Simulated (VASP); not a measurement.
Here is the system:

```
VN
1.0
    0.00000     2.05056     2.05056
    2.05056     0.00000     2.05056
    2.05056     2.05056     0.00000
V N
1 1
Cartesian
  0.00000   0.00000   0.00000
  2.05056   2.05056   2.05056
```

The numbers are results of rev-vdW-DF2, VASP's PBE PAW potentials (set 64) (plane waves; VASP), not measurements. Run with 520 eV cut-off, 17×17×17 Γ-centred mesh, tetrahedra with Blöchl corrections, potentials V_sv N.

Task: What does the run give for the energy per atom (σ→0), band gap (on the k-mesh) with the smallest direct gap where there is one?

Result: 
```yaml
band gap (on the k-mesh): none (metal, semimetal or under 0.01 eV)
energy per atom (σ→0): -7.864 eV/atom
```

Total energies compare only between runs with the same potentials, cut-off and functional.

The compound is VN in the rock salt structure, which distorts at low temperature. It was relaxed first. The run is not spin-polarised, so no magnetic state was tried. VASP warned that the highest band is occupied, so more bands are needed.
